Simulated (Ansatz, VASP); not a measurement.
**CsRe in VASP and in Ansatz**

The input INCAR:

```
SYSTEM = CsRe
PREC = Accurate
ENCUT = 520
EDIFF = 1E-7
ISMEAR = -1
SIGMA = 0.05
LREAL = .False.
LASPH = .True.
NELM = 60
ALGO = Fast
ISIF = 2
LWAVE = .False.
LCHARG = .False.
GGA = PE
```

File KPOINTS:

```
Automatic mesh
0
Gamma
  7 7 7
  0 0 0
```

POSCAR

```
CsRe
1.0
    0.0684460478      3.4223023900      3.4223023900
    3.4223023900      0.0684460478      3.4223023900
    3.4907484378      3.4907484378      0.0000000000
Cs Re
1 1
Direct
    0.2500000000      0.2500000000      0.2500000000
    0.5000000000      0.5000000000      0.5000000000
```

Contents of input.yaml:

```yaml
crystal:
  lattice:
    - [0.0684460478, 3.42230239, 3.42230239]
    - [3.42230239, 0.0684460478, 3.42230239]
    - [3.4907484378, 3.4907484378, 0.0]
  atoms:
    - { symbol: Cs, position: [0.25, 0.25, 0.25] }
    - { symbol: Re, position: [0.5, 0.5, 0.5] }
hamiltonian:
  xc: pbe
  pseudopotentials: { kind: paw }
kpoints:
  mp_grid: { grid: [7, 7, 7] }
scf:
  occupations: { method: fermi_dirac, width: 0.05 }
output:
  forces: true
  stress: true
  eigenvalues: true
```

Change from the starting cell: strain = 0.04.

Alike in both runs: task single point; functional PBE; k mesh 7 × 7 × 7; occupations fermi-dirac, width 0.05 eV; no spin polarisation.

|  | VASP | Ansatz |
| --- | --- | --- |
| version | VASP 6.6.1 | Ansatz 0.2.0 |
| potentials or method | VASP PAW PBE potentials, release 64 (Cs_sv, Re) | Ansatz PAW |
| plane-wave cutoff (eV) | 520 | 420 |
| valence electrons in the cell | 16 | 24 |

```tsv
	VASP	Ansatz	Ansatz less VASP
gap on the k mesh at the Fermi level (eV)	none	none	-
pressure (GPa)	-0.9	-1.6	-0.71
largest component of the traceless stress (GPa)	0.04	0.14	+0.101
rms of the force components (eV/Å)	0.036	0.017	-0.0191
```

Atom by atom the forces differ by 0.019 eV/Å (rms over components). A gap of «none» marks a metal or a gap that the smearing closes. With one functional, cell and mesh, what is left measures potentials, basis and numerics. The two sets of potentials don't hold the same shells in valence.

Spin-orbit coupling is left out, which matters for the levels of Cs, Re.
